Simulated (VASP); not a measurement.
# InBiP2 with PBE: from relaxation to properties, part 2 of 2

What structure does InBiP2 take at this level, and what are its properties? The cell is invented: it takes the structure of COD entry 1010146, InP (space group 216 there), with some of its atoms replaced by other elements, volume scaled by an estimate. It may not be a known or stable phase.

VASP 6.6.1, plane waves and PAW; the level of theory is named at each step.

So far, gap on the k-mesh (eV): step 2 (rough relaxation of the start cell) 0.506; step 3 (relaxing cell and atoms (PBE)) 0.323; step 4 (density, ELF and potential (PBE)) 0.323. The relaxed cell has a = 4.204, c = 23.794 Å (conventional setting).

### 6. Total and projected DOS (PBE)

Here the states are counted by energy and projected on the atoms. The mesh is finer than in the run before.

Contents of INCAR:

```
SYSTEM = InBiP2
PREC = Accurate
ENCUT = 400
EDIFF = 1E-06
NELM = 100
ISMEAR = -5
SIGMA = 0.05
LREAL = .FALSE.
ALGO = Normal
GGA = PE
NBANDS = 33
LORBIT = 11
LWAVE = .FALSE.
LCHARG = .FALSE.
KPAR = 2
NEDOS = 2001
```

Contents of POSCAR:

```
InBiP2
1.0
    2.1018449888      1.2135002369      7.9312849891
   -2.1018449888      1.2135002369      7.9312849891
    0.0000000000     -2.4270016545      7.9312850203
Bi In P
1 1 2
Direct
    0.5012803093      0.5012803093      0.5012803093
    0.0013209236      0.0013209236      0.0013209236
    0.1134403002      0.1134403002      0.1134403001
    0.6339584669      0.6339584669      0.6339584670
```

Contents of KPOINTS:

```
Automatic mesh
0
Gamma
11 11 11
0 0 0
```

PAW data sets: Bi_d, In_d and P (PBE family, release 64).

On the command line:

```console
$ mpirun -np 2 vasp_std
```

The job ended after 12 min (2 MPI ranks of AMD EPYC 7R43, shared host; peak memory 1.2 GiB; 24 min of CPU time).

Numbers from this step:

| Item | Value |
| --- | --- |
| irreducible k-points | 146 |
| free energy (TOTEN) | -16.83 eV |
| Fermi energy | 4.568 eV |
| pressure | 0.009721 GPa |
| valence top at k | -0.4545, 0.4545, 0.3636 |
| conduction bottom at k | -0.4545, -0.4545, 0.09091 |
| least direct gap at k | 0.4545, 0.09091, 0.09091 |
| gap on the k-mesh | 0.1835 eV |
| least direct gap on the k-mesh | 0.6418 eV |

The density of states has structure finer than the step of the table below, so its rows give means over 0.5 eV, whole bins alone (the curve runs from -12.0 to 5.68 eV). Peaks (eV: height): total -9.76: 5.37, -9.00: 9.25, 1.92: 7.23, 2.60: 5.21; P p -3.23: 0.877, -2.94: 0.839, -0.55: 1.04, 1.92: 0.931; Bi p -3.23: 0.667, 1.92: 1.33, 2.60: 1.12, 2.92: 0.890; In p -9.00: 0.327, -1.69: 0.286, 4.18: 0.622, 4.69: 0.483; In s -9.76: 0.255, -5.53: 1.17, 1.92: 0.313, 2.68: 0.218.

States under -12.0 eV and over 5.7 eV are left out. Table of density of states by energy, zero at the valence-band top; means over each step; 7 of 8 lines; values in states/eV/cell:

| energy (eV) | total | P p | Bi p | In p | In s | P s | Bi s |
| --- | --- | --- | --- | --- | --- | --- | --- |
| -11.5 | 1.49 | 0.0195 | 0.0101 | 0.00156 | 0.00318 | 0.169 | 0.814 |
| -11.0 | 0.221 | 0.00359 | 9.4e-4 | 1.9e-4 | 2.4e-4 | 0.0139 | 0.139 |
| -10.5 | 0.505 | 0.00237 | 0.00200 | 0.00378 | 0.0682 | 0.191 | 0.00868 |
| -10.0 | 2.29 | 0.0119 | 0.0401 | 0.0274 | 0.149 | 0.939 | 0.127 |
| -9.5 | 1.27 | 0.00806 | 0.0247 | 0.0187 | 0.0562 | 0.512 | 0.119 |
| -9.0 | 2.69 | 0.0187 | 0.0333 | 0.0824 | 0.0431 | 1.15 | 0.265 |
| -8.5 | 0.924 | 0.0113 | 0.0193 | 0.0133 | 0.00956 | 0.325 | 0.224 |
| -8.0 | 0.522 | 0.00689 | 0.0102 | 0.00852 | 0.00382 | 0.180 | 0.136 |
| -7.5 | 0.0105 | 1.3e-4 | 1.9e-4 | 1.9e-4 | 8.3e-6 | 0.00371 | 0.00281 |
| -7.0 | 0 | 0 | 0 | 0 | 0 | 0 | 0 |
| -6.5 | 0 | 0 | 0 | 0 | 0 | 0 | 0 |
| -6.0 | 0 | 0 | 0 | 0 | 0 | 0 | 0 |
| -5.5 | 1.71 | 0.236 | 0.0430 | 0.0230 | 0.593 | 0.0379 | 9.4e-4 |
| -5.0 | 0.881 | 0.125 | 0.0330 | 0.0155 | 0.251 | 0.0452 | 0.00253 |
| -4.5 | 0.736 | 0.112 | 0.0525 | 0.0129 | 0.143 | 0.0448 | 0.00549 |
| -4.0 | 2.05 | 0.346 | 0.304 | 0.0421 | 0.115 | 0.0609 | 0.0203 |
| -3.5 | 2.67 | 0.493 | 0.389 | 0.104 | 0.0934 | 0.0514 | 0.0231 |
| -3.0 | 3.52 | 0.747 | 0.542 | 0.154 | 0.0500 | 0.0333 | 0.0154 |
| -2.5 | 3.18 | 0.747 | 0.396 | 0.204 | 0.0283 | 0.0266 | 0.0160 |
| -2.0 | 2.62 | 0.686 | 0.238 | 0.225 | 0.0234 | 0.0193 | 0.00840 |
| -1.5 | 1.75 | 0.500 | 0.0634 | 0.204 | 0.0170 | 0.0170 | 0.00963 |
| -1.0 | 1.65 | 0.485 | 0.0624 | 0.131 | 0.0137 | 0.0305 | 0.0434 |
| -0.5 | 2.71 | 0.839 | 0.105 | 0.105 | 0.0144 | 0.0480 | 0.124 |
| 0.0 | 0.518 | 0.172 | 0.0147 | 0.0109 | 0.00226 | 0.00753 | 0.0315 |
| 0.5 | 0.961 | 0.101 | 0.159 | 0.0392 | 0.0186 | 0.0513 | 0.00560 |
| 1.0 | 2.31 | 0.280 | 0.420 | 0.0757 | 0.0522 | 0.117 | 0.0173 |
| 1.5 | 1.13 | 0.153 | 0.204 | 0.0318 | 0.0365 | 0.0450 | 0.00786 |
| 2.0 | 3.90 | 0.507 | 0.732 | 0.104 | 0.195 | 0.148 | 0.0260 |
| 2.5 | 2.90 | 0.430 | 0.592 | 0.0786 | 0.135 | 0.0676 | 0.00744 |
| 3.0 | 3.20 | 0.511 | 0.528 | 0.119 | 0.172 | 0.0610 | 0.0107 |
| 3.5 | 1.26 | 0.233 | 0.113 | 0.0443 | 0.120 | 0.0173 | 0.00238 |
| 4.0 | 2.52 | 0.356 | 0.0988 | 0.226 | 0.112 | 0.0321 | 0.00305 |
| 4.5 | 2.19 | 0.269 | 0.119 | 0.249 | 0.0315 | 0.0321 | 0.00371 |
| 5.0 | 2.78 | 0.270 | 0.124 | 0.340 | 0.0285 | 0.0476 | 0.00308 |

The gap on this mesh is 0.18 eV, over the 0.12 eV of the band run, since this mesh misses a band edge. In the top eV of the valence band the largest shares in the PAW spheres are P p 31 %; in the lowest eV of the conduction band, Bi p 18 %, P p 12 % and P s 5 %. The rest lies in smaller channels or between the spheres.

### 7. Core-level energies (PBE)

Core levels shift with the potential at each site, so they tell like atoms on unlike sites apart.

Contents of INCAR:

```
SYSTEM = InBiP2
PREC = Accurate
ENCUT = 400
EDIFF = 1E-06
NELM = 100
ISMEAR = 0
SIGMA = 0.05
LREAL = .FALSE.
ALGO = Normal
GGA = PE
NBANDS = 25
LORBIT = 11
LWAVE = .FALSE.
LCHARG = .FALSE.
KPAR = 2
ICORELEVEL = 1
```

POSCAR is that of step 6.

Contents of KPOINTS:

```
Automatic mesh
0
Gamma
7 7 7
0 0 0
```

On the command line:

```console
$ mpirun -np 2 vasp_std
```

Run time: 3.3 min. Hardware: 2 MPI ranks; peak memory 0.76 GiB.

These are scalar-relativistic Kohn-Sham levels of the ground state, with no core hole, so they are not binding energies.

This step gave:

| Property | Result |
| --- | --- |
| bands | 25 |
| irreducible k-points | 44 |
| free energy (TOTEN) | -16.82 eV |
| Fermi energy | 4.632 eV |
| pressure | 0.004038 GPa |
| valence top at k | -0.4286, 0.4286, 0.4286 |
| conduction bottom at k | -0.4286, -0.4286, 0.1429 |
| least direct gap at k | 0.4286, 0.1429, 0.1429 |
| gap on the k-mesh | 0.3233 eV |
| least direct gap on the k-mesh | 0.6790 eV |

Kohn-Sham core levels. Core levels, by row:

| atom | shell | level below the valence-band top (eV) |
| --- | --- | --- |
| Bi1 | 1s | 90636 |
| Bi1 | 2s | 16278 |
| Bi1 | 2p | 13919 |
| Bi1 | 3s | 3926 |
| Bi1 | 3p | 3253 |
| Bi1 | 3d | 2578 |
| Bi1 | 4s | 898.2 |
| Bi1 | 4p | 677.6 |
| Bi1 | 4d | 425.8 |
| Bi1 | 4f | 148.6 |
| Bi1 | 5s | 153.7 |
| Bi1 | 5p | 91.8 |
| In2 | 1s | 27743 |
| In2 | 2s | 4150 |
| In2 | 2p | 3724 |
| In2 | 3s | 783.7 |
| In2 | 3p | 644.3 |
| In2 | 3d | 427.9 |
| In2 | 4s | 115.1 |
| In2 | 4p | 73.54 |
| P3 | 1s | 2078 |
| P3 | 2s | 168.4 |
| P3 | 2p | 118.9 |
| P4 | 1s | 2077 |
| P4 | 2s | 167.5 |
| P4 | 2p | 118 |

The P 1s level differs by about 0.9 eV between unlike sites.

### 8. A semilocal run for the hybrid's start

A hybrid converges badly from random orbitals, so a cheap semilocal run writes a WAVECAR on the same mesh first.

Contents of INCAR:

```
SYSTEM = InBiP2
PREC = Accurate
ENCUT = 400
EDIFF = 1E-05
NELM = 100
ISMEAR = 0
SIGMA = 0.05
LREAL = .FALSE.
ALGO = Normal
GGA = PE
NBANDS = 25
LORBIT = 11
LWAVE = .TRUE.
LCHARG = .FALSE.
KPAR = 2
```

POSCAR is that of step 7.

Contents of KPOINTS:

```
Automatic mesh
0
Gamma
4 4 4
0 0 0
```

On the command line:

```console
$ mpirun -np 2 vasp_std
```

The job ended after 66 s (2 MPI ranks; peak memory 0.72 GiB; 2.2 min of CPU time).

Numbers from this step:

| Item | Value |
| --- | --- |
| SCF cycles | 14 |
| irreducible k-points | 13 |
| free energy (TOTEN) | -16.79 eV |
| Fermi energy | 4.556 eV |
| pressure | 0.01081 GPa |
| valence top at k | 0.5, 0, 0 |
| conduction bottom at k | 0.5, 0.5, 0 |
| least direct gap at k | 0, 0, 0 |
| gap on the k-mesh | 0.2851 eV |
| least direct gap on the k-mesh | 0.7975 eV |

Force by atom:

| atom | x (eV/Å) | y (eV/Å) | z (eV/Å) | size |
| --- | --- | --- | --- | --- |
| Bi1 | 0.000 | 0.000 | -0.111 | 0.111 |
| In2 | 0.000 | 0.000 | 0.051 | 0.051 |
| P3 | 0.000 | 0.000 | 0.076 | 0.076 |
| P4 | 0.000 | 0.000 | -0.016 | 0.016 |

The run ends at a pressure of 0.01 GPa, with forces up to 0.11 eV/Å.

### 9. Band structure (HSE06)

This step: HSE06; plane waves and PAW (Bi_d, In_d, P); invented cell (VASP 6.6.1).

HSE06 mixes in a quarter of exact exchange at short range, at far higher cost; in semiconductors this cures much of the gap error, while metals seldom gain.

Contents of INCAR:

```
SYSTEM = InBiP2
PREC = Accurate
ENCUT = 400
EDIFF = 1E-06
NELM = 100
ISMEAR = 0
SIGMA = 0.05
LREAL = .FALSE.
ALGO = Normal
LHFCALC = .TRUE.
AEXX = 0.25
GGA = PE
HFSCREEN = 0.2
LASPH = .TRUE.
NBANDS = 25
PRECFOCK = Fast
LORBIT = 11
LWAVE = .FALSE.
LCHARG = .FALSE.
KPAR = 2
```

POSCAR is that of step 8.

KPOINTS is that of step 8.

Contents of KPOINTS_OPT:

```
Line mode
6
Line-mode
Reciprocal
  0.00000000   0.00000000   0.00000000 GAMMA
  0.50000000   0.00000000   0.00000000 L

  0.50000000   0.00000000   0.00000000 L
  0.50000000   0.18227303  -0.18227303 B1

  0.81772697   0.50000000   0.18227303 B
  0.50000000   0.50000000   0.50000000 Z

  0.50000000   0.50000000   0.50000000 Z
  0.00000000   0.00000000   0.00000000 GAMMA

  0.00000000   0.00000000   0.00000000 GAMMA
  0.34113651   0.00000000  -0.34113651 X

  0.65886349   0.34113651   0.00000000 Q
  0.50000000   0.50000000   0.00000000 F

  0.50000000   0.50000000   0.00000000 F
  0.65886349   0.65886349   0.18227303 P1

  0.65886349   0.65886349   0.18227303 P1
  0.50000000   0.50000000   0.50000000 Z

  0.50000000   0.00000000   0.00000000 L
  0.81772697   0.34113651   0.34113651 P
```

The WAVECAR or CHGCAR of an earlier step is read.

On the command line:

```console
$ mpirun -np 2 vasp_std
```

Elapsed: 44 min, on 2 MPI ranks.

The run was cut off at its time limit.

The self-consistent loop had finished, and the limit fell in the path of KPOINTS_OPT; fewer path points or more time would be the way on.

### 10. Summary of results

| Property | Result |
| --- | --- |
| relaxed volume | 30.34 Å³/atom |
| relaxed conventional cell a, b, c | 4.204, 4.204, 23.794 Å; angles 90.0, 90.0, 120.0° |
| space group after relaxing, within 0.02 Å | R3m (No. 160) |
| band gap | 0.120 eV, indirect (least direct gap of that run 0.679 eV) |
| gap among the points of the DOS mesh alone, an upper bound | 0.183 eV |
| shallowest level of the frozen cores | In2 4p, 73.5 eV deep |

What this shows: With PBE, InBiP2 relaxes to 30.34 Å³/atom in space group R3m (held by the symmetry of the run) and has an indirect gap of 0.120 eV. Not obtained: band structure (HSE06), because the run hit its time limit. Band structure (PBE): On this path the gap is indirect, 0.12 eV, with the valence top between B and Z and the conduction bottom at F. The least direct gap is 0.77 eV. Spin-orbit coupling is left out, and with elements this heavy it would split and shift bands near the edges, and it can change the kind of a small gap. No search among competing phases was made. All values are for a static lattice at zero temperature.

[Lines on the potential files, build, host, timing and source positions are cut from VASP's logs without a mark.]

[Logs are printed without paths, hosts, clocks, repeated set-up lines and the standing remarks that a program may print on its own settings, such as how far it seeks lower states.]

[Hosts, paths, dates, database ids (printed as entryN), source tags and the programs' standing remarks are cut or masked in the printed files.]

[A measured line is paired with the nearest computed mode of its activity, which favours agreement.]
